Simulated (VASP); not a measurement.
# Sn3Pb5Se8 (R-3m) in VASP: band structure with HSE06

Aim: the band structure of Sn3Pb5Se8 with HSE06.

All numbers are computed with VASP 6.6.1; they aren't measurements. Logs are shortened: lines on timing, memory, paths and dates and some standing lists are left out, and cuts for length are marked.

**1. The structure**

It takes space group R-3m (No. 166, trigonal). The conventional cell has a = 8.553 Å, b = 8.553 Å, c = 20.954 Å, α = 90.00°, β = 90.00°, γ = 120.00°. Sn (site symmetry 2/m) is surrounded by 6 Se at 2.99 Å. Around Pb (site symmetry -3m) lie 6 Se at 3.02 Å. Around Pb (site symmetry -3m) lie 6 Se at 3.02 Å. Pb (site symmetry 2/m) is surrounded by 6 Se at 3.06 Å. Around Se (site symmetry m) lie 2 Sn at 2.99 Å and 4 Pb at 3.02 to 3.06 Å. Se (site symmetry 3m) has 3 Sn at 2.99 Å and 3 Pb at 3.06 Å as nearest neighbours.

The cell was built by a generator and needn't be a form met in nature.

**2. Band structure, HSE06**

Input file POSCAR:

```
Sn3Pb5Se8                               
1.0
    0.0000000000      6.0480701554     -6.0480701554
   -6.0480701554     -0.0000000000     -6.0480701554
   -6.0486465227      6.0486465227      0.0005763673
  Sn              Pb              Se            
     3     5     8
Direct
     0.5000000000000000    0.5000000000000000    0.0000000000000000
     1.0000000000000000    0.5000000000000000    0.0000000000000000
     0.5000000000000000    1.0000000000000000    0.0000000000000000
     1.0000000000000000    1.0000000000000000    0.0000000000000000
     0.5000000000000000    0.5000000000000000    0.5000000000000000
     1.0000000000000000    0.5000000000000000    0.5000000000000000
     0.5000000000000000    1.0000000000000000    0.5000000000000000
     1.0000000000000000    1.0000000000000000    0.5000000000000000
     0.7499994581171673    0.7499994581171673    0.2444674358514445
     0.2555336479142208    0.7499994581171673    0.2444674358514445
     0.7499994581171673    0.2555336479142208    0.2444674358514445
     0.2527426972717519    0.2527426972717519    0.2417719081847443
     0.7472573027282481    0.7472573027282481    0.7582280918152556
     0.2500005418828327    0.7444663520857792    0.7555325641485554
     0.7444663520857792    0.2500005418828327    0.7555325641485554
     0.2500005418828327    0.2500005418828327    0.7555325641485554
```

Input file INCAR.step1:

```
SYSTEM = Sn3Pb5Se8
PREC = Accurate
ENCUT = 520
EDIFF = 1E-5
ISMEAR = 0
SIGMA = 0.03
LREAL = .False.
LASPH = .True.
NELM = 80
ALGO = Normal
ISIF = 2
LWAVE = .True.
LCHARG = .False.
NBANDS = 94
GGA = PE
```

Input file INCAR.step2:

```
SYSTEM = Sn3Pb5Se8
PREC = Accurate
ENCUT = 520
EDIFF = 1E-7
ISMEAR = 0
SIGMA = 0.03
LREAL = .False.
LASPH = .True.
NELM = 80
ALGO = Normal
ISIF = 2
LWAVE = .False.
LCHARG = .False.
GGA = PE
LHFCALC = .True.
HFSCREEN = 0.2
PRECFOCK = Fast
NBANDS = 94
ISTART = 1
```

Input file KPOINTS:

```
Automatic mesh
0
Gamma
  2 2 2
  0 0 0
```

Input file KPOINTS_OPT:

```
explicit points
6
Reciprocal
 0.0000000000  0.0000000000  0.0000000000 1
 0.3750000000  0.3750000000  0.7500000000 1
 0.5000000000  0.5000000000  0.5000000000 1
 0.6250000000  0.2500000000  0.6250000000 1
 0.5000000000  0.2500000000  0.7500000000 1
 0.5000000000  0.0000000000  0.5000000000 1
```

Potentials or basis: VASP PAW PBE potentials, release 64 (Sn_d, Pb_d, Se).

On the command line:

```bash
cat potpaw_PBE.64/Sn_d/POTCAR potpaw_PBE.64/Pb_d/POTCAR potpaw_PBE.64/Se/POTCAR > POTCAR
cp INCAR.step1 INCAR
mpirun -np 4 vasp_std > vasp.out
cp INCAR.step2 INCAR
mpirun -np 4 vasp_std > vasp.out
```

OUTCAR:

```text
SYSTEM = Sn3Pb5Se8
   PREC = Accurate
   ENCUT = 520
   EDIFF = 1E-7
   ISMEAR = 0
   LREAL = .False.
   LASPH = .True.
   NELM = 80
   ISIF = 2
   GGA = PE
   LHFCALC = .True.
   HFSCREEN = 0.2
   PRECFOCK = Fast
   ISTART = 1

 ion  position               nearest neighbor table
   1  0.500  0.500  0.000-  10 2.99  11 2.99  14 2.99  15 2.99  12 2.99  13 2.99
   2  0.000  0.500  0.000-   9 2.99  16 2.99  14 2.99  11 2.99  12 2.99  13 2.99
   3  0.500  0.000  0.000-   9 2.99  16 2.99  15 2.99  10 2.99  12 2.99  13 2.99
   4  0.000  0.000  0.000-   9 3.02  10 3.02  11 3.02  14 3.02  15 3.02  16 3.02
   5  0.500  0.500  0.500-   9 3.02  16 3.02  11 3.02  14 3.02  15 3.02  10 3.02
   6  0.000  0.500  0.500-  12 3.06  13 3.06  10 3.06  15 3.06   9 3.06  16 3.06
[... 8 lines left out ...]
  15  0.744  0.250  0.756-   1 2.99   3 2.99   5 3.02   4 3.02   6 3.06   8 3.06
  16  0.250  0.250  0.756-   2 2.99   3 2.99   5 3.02   4 3.02   6 3.06   7 3.06

  LATTYP: Found a trigonal (rhomboedric) cell.
 ALAT       =     8.5540779658
 COS(alpha) =     0.5000952864

  Lattice vectors:

 A1 = (  -6.0486465227,   0.0005763673,   6.0486465227)
 A2 = (  -0.0005763673,   6.0486465227,   6.0486465227)
 A3 = (  -6.0486465227,   6.0486465227,   0.0005763673)

Analysis of symmetry for initial positions (statically):
=====================================================================
 Subroutine PRICEL returns:
 Original cell was already a primitive cell.

 Routine SETGRP: Setting up the symmetry group for a
 trigonal (rhombohedral) supercell.

 Subroutine GETGRP returns: Found 12 space group operations
 (whereof 12 operations were pure point group operations)
 out of a pool of 12 trial point group operations.

The static configuration has the point symmetry D_3d.

Analysis of symmetry for dynamics (positions and initial velocities):
=====================================================================
 Subroutine PRICEL returns:
 Original cell was already a primitive cell.

 Routine SETGRP: Setting up the symmetry group for a
 trigonal (rhombohedral) supercell.

 Subroutine GETGRP returns: Found 12 space group operations
 (whereof 12 operations were pure point group operations)
 out of a pool of 12 trial point group operations.

The dynamic configuration has the point symmetry D_3d.

 Subroutine INISYM returns: Found 12 space group operations
 (whereof 12 operations are pure point group operations),
 and found     1 'primitive' translations

----------------------------------------------------------------------------------------

                                     Primitive cell

  volume of cell :     442.5298

  direct lattice vectors                    reciprocal lattice vectors
     0.000000000  6.048070155 -6.048070155     0.082667060  0.082674937 -0.082667060
    -6.048070155  0.000000000 -6.048070155    -0.082674937 -0.082667060 -0.082667060
    -6.048646523  6.048646523  0.000576367    -0.082659183  0.082659183  0.082659183

  length of vectors
     8.553262840  8.553262840  8.554077966     0.143188096  0.143188096  0.143169904

  position of ions in fractional coordinates (direct lattice)
     0.500000000  0.500000000  0.000000000
     0.000000000  0.500000000  0.000000000
     0.500000000  0.000000000  0.000000000
     0.000000000  0.000000000  0.000000000
     0.500000000  0.500000000  0.500000000
     1.000000000  0.500000000  0.500000000
[... 8 lines left out ...]
     0.744466352  0.250000542  0.755532564
     0.250000542  0.250000542  0.755532564

  ion indices of the primitive-cell ions
   primitive index   ion index
                 1           1
                 2           2
                 3           3
                 4           4
                 5           5
                 6           6
[... 8 lines left out ...]
                15          15
                16          16

----------------------------------------------------------------------------------------

 KPOINTS: Automatic mesh

Automatic generation of k-mesh.
 Grid dimensions read from file:
 generate k-points for:    2    2    2

 Generating k-lattice:

  Cartesian coordinates                     Fractional coordinates (reciprocal lattice)
     0.041333530  0.041337469 -0.041333530     0.500000000  0.000000000 -0.000000000
    -0.041337469 -0.041333530 -0.041333530     0.000000000  0.500000000 -0.000000000
    -0.041329591  0.041329591  0.041329591     0.000000000  0.000000000  0.500000000

  Length of vectors
     0.071594048  0.071594048  0.071584952

  Shift w.r.t. Gamma in fractional coordinates (k-lattice)
     0.000000000  0.000000000  0.000000000

 Subroutine IBZKPT returns following result:
 ===========================================

 Found      4 irreducible k-points:

 Following reciprocal coordinates:
            Coordinates               Weight
  0.000000  0.000000  0.000000      1.000000
  0.500000  0.000000  0.000000      3.000000
  0.500000  0.500000 -0.000000      3.000000
  0.000000  0.000000  0.500000      1.000000
   k-points           NKPTS =      4   k-points in BZ     NKDIM =      8   number of bands    NBANDS=     96
   number of dos      NEDOS =    301   number of ions     NIONS =     16
   total plane-waves  NPLWV = 262144
   dimension x,y,z NGX =    64 NGY =   64 NGZ =   64
   dimension x,y,z NGXF=   128 NGYF=  128 NGZF=  128
   ions per type =               3   5   8
   NGX,Y,Z   is equivalent  to a cutoff of  12.44, 12.44, 12.44 a.u.
   NGXF,Y,Z  is equivalent  to a cutoff of  24.88, 24.88, 24.88 a.u.
 SYSTEM =  Sn3Pb5Se8
   PREC   = accura    normal or accurate (medium, high low for compatibility)
   ISTART =      1    job   : 0-new  1-cont  2-samecut
   ICHARG =      0    charge: 1-file 2-atom 10-const
   ISPIN  =      1    spin polarized calculation?
   LNONCOLLINEAR =      F non collinear calculations
   LSORBIT =      F    spin-orbit coupling
   LASPH  =      T    aspherical Exc in radial PAW
   ENCUT  =  520.0 eV  38.22 Ry    6.18 a.u.  15.90 15.90 15.90*2*pi/ulx,y,z
   NELM   =     80;   NELMIN=  2; NELMDL=  0     # of ELM steps
   EDIFF  = 0.1E-06   stopping-criterion for ELM
   LREAL  =      F    real-space projection
   EDIFFG = 0.1E-05   stopping-criterion for IOM
   NSW    =      0    number of steps for IOM
   IBRION =     -1    ionic relax: 0-MD 1-quasi-New 2-CG
   NFREE  =      0    steps in history (QN), initial steepest desc. (CG)
   ISIF   =      2    stress and relaxation
   ISYM   =      3    0-nonsym 1-usesym 2-fastsym
   POTIM  = 0.5000    time-step for ionic-motion
   TEBEG  =    0.0;   TEEND  =   0.0 temperature during run
   PSTRESS=    0.0 pullay stress
   NELECT =     160.0000    total number of electrons
   NUPDOWN=      -1.0000    fix difference up-down
   EMIN   =  10.00;   EMAX   =-10.00  energy-range for DOS
   EFERMI =   0.00;   METHOD = LEGACY
   ISMEAR =     0;   SIGMA  =   0.03  broadening in eV -4-tet -1-fermi 0-gaus
   EFERMI_NEDOS =   21; number of points for ismear=-14 and -15
   IALGO  =     38    algorithm
   IMIX   =      1    mixing-type and parameters
     AMIX     =   0.40;   BMIX     =  1.00
     AMIX_MAG =   1.60;   BMIX_MAG =  1.00
  volume/ion in A,a.u.               =      27.66       186.65
  Fermi-wavevector in a.u.,A,eV,Ry     =   1.166274  2.203939 18.506582  1.360195
  Thomas-Fermi vector in A             =   2.302789
   LORBIT       =      0    0 simple, 1 ext, 2 COOP (PROOUT), +10 PAW based schemes
   GGA     = PE    functional components
   LHFCALC =     T    Hartree Fock is set to
   PRECFOCK=fast      Normal, Fast or Accurate (Low or Medium for compatibility)
   ENCUT4O =  -1.0   cutoff for four orbital integrals eV
   NKREDX  =     1    reduce k-point grid by
   NKREDY  =     1    reduce k-point grid by
   NKREDZ  =     1    reduce k-point grid by
   AEXX    =    0.2500 exact exchange contribution
   HFSCREEN=    0.2000 screening length (either q_TF or 0.3 A-1)
   HFSCREENC=   0.2000 screening length for correlation (either q_TF or 0.3 A-1)
   ENCUTFOCK=  -1.0 apply spherical cutoff to Coloumb kernel
   IVDW    =     0    specifies the selected vdW correction
   LEPSILON=     F    determine dielectric tensor
   LRPA    =     F    only Hartree local field effects (RPA)
 non-spin polarized calculation
 Gauss-broadening in eV      SIGMA  =   0.03
  energy-cutoff  :      520.00
  volume of cell :      442.53
 maximum number of plane-waves:     11935
 NGX is ok and might be reduce to    64
  NGX = 36; NGY = 36; NGZ = 36

 number of electron     160.0000025 magnetization

 Free energy of the ion-electron system (eV)
  ---------------------------------------------------
  ext. energy  EPLUGINS =         0.00000000
  ---------------------------------------------------
  free energy    TOTEN  =       -77.96426978 eV

  energy without entropy =      -77.96387069  energy(sigma->0) =      -77.96407024

 E-fermi :   5.6760     XC(G=0):  -8.0055

 val. band max:        5.6239072680   @ k =   0.0000   0.0000   0.0000
 cond. band min:       5.7228209240   @ k =   0.0000   0.0000   0.0000
 fundamental gap:      0.0989136559
 Fermi energy:         5.6760493137

 k-point     1 :       0.0000    0.0000    0.0000
  band No.  band energies     occupation
      1     -18.5252      2.00000
      2     -18.5193      2.00000
      3     -18.5193      2.00000
      4     -18.5078      2.00000
      5     -18.5078      2.00000
      6     -18.5077      2.00000
[... 84 lines left out ...]
     91       7.2352      0.00000
     92       7.2352      0.00000

 k-point     2 :       0.5000    0.0000    0.0000
  band No.  band energies     occupation
      1     -18.5204      2.00000
      2     -18.5174      2.00000
      3     -18.5142      2.00000
      4     -18.5138      2.00000
      5     -18.5117      2.00000
      6     -18.5074      2.00000
[... 84 lines left out ...]
     91       8.6760      0.00000
     92       8.6990      0.00000

 k-point     3 :       0.5000    0.5000   -0.0000
  band No.  band energies     occupation
      1     -18.5203      2.00000
      2     -18.5174      2.00000
      3     -18.5142      2.00000
      4     -18.5138      2.00000
      5     -18.5118      2.00000
      6     -18.5074      2.00000
[... 84 lines left out ...]
     91       7.9971      0.00000
     92       8.0834      0.00000

 k-point     4 :       0.0000    0.0000    0.5000
  band No.  band energies     occupation
      1     -18.5252      2.00000
      2     -18.5192      2.00000
      3     -18.5192      2.00000
      4     -18.5078      2.00000
      5     -18.5078      2.00000
      6     -18.5076      2.00000
[... 84 lines left out ...]
     91       8.6199      0.00000
     92       8.6350      0.00000
 [bands above 92 left out]

------------------------ aborting loop because EDIFF is reached ----------------------------------------

  FORCE on cell =-STRESS in cart. coord.  units (eV):
  Direction    XX          YY          ZZ          XY          YZ          ZX
  --------------------------------------------------------------------------------------
  -------------------------------------------------------------------------------------
  Total        4.9316441      4.9316441      4.9316441     -0.0243445      0.0243445     -0.0243445
  in kB       17.8549967     17.8549967     17.8549967     -0.0881392      0.0881392     -0.0881392
  external PRESSURE =      17.8549967 kB  Pullay stress =       0.0000000 kB

 VOLUME and BASIS-vectors are now :
 -----------------------------------------------------------------------------
  energy-cutoff  :      520.00
  volume of cell :      442.53
      direct lattice vectors                 reciprocal lattice vectors
     0.000000000  6.048070155 -6.048070155     0.082667060  0.082674937 -0.082667060
    -6.048070155  0.000000000 -6.048070155    -0.082674937 -0.082667060 -0.082667060
    -6.048646523  6.048646523  0.000576367    -0.082659183  0.082659183  0.082659183

 POSITION                                       TOTAL-FORCE (eV/Angst)
 -----------------------------------------------------------------------------------
     -3.02404      3.02404     -6.04807         0.000000      0.000000      0.000000
     -3.02404      0.00000     -3.02404         0.000000      0.000000      0.000000
      0.00000      3.02404     -3.02404         0.000000      0.000000      0.000000
      0.00000      0.00000      0.00000         0.000000      0.000000      0.000000
     -6.04836      6.04836     -6.04778        -0.000000      0.000000      0.000000
     -6.04836      3.02432     -3.02375        -0.000000      0.000000      0.000000
[... 8 lines left out ...]
     -6.08197      9.07253     -6.01417         0.000320      0.000219     -0.000320
     -6.08197      6.08197     -3.02361         0.000320     -0.000320      0.000219
 -----------------------------------------------------------------------------------
    total drift:                               -0.000013     -0.000011     -0.000006

  FREE ENERGIE OF THE ION-ELECTRON SYSTEM (eV)
  ---------------------------------------------------
  free  energy   TOTEN  =       -77.9642697794 eV

  energy  without entropy=      -77.9638706946  energy(sigma->0) =      -77.96407024
```

It took 74 min on 4 MPI ranks of Intel Xeon Platinum 8488C (Sapphire Rapids), shared host; peak memory 0.67 GiB.

What came out:

```
Free energy             : -77.9643 eV
Pressure                : 1.8 GPa
Band gap on the k mesh  : 0.10 eV, direct
Band gap along the path : 0.10 eV, direct
```

Caveat: the k mesh is coarse (spacing up to 0.45 Å⁻¹), so the values aren't converged, least of all with exact exchange; the PAW data sets were made with another functional, which shifts forces and pressure a little; spin-orbit coupling is left out, which as a rule narrows the gap of such compounds by several tenths of an eV.
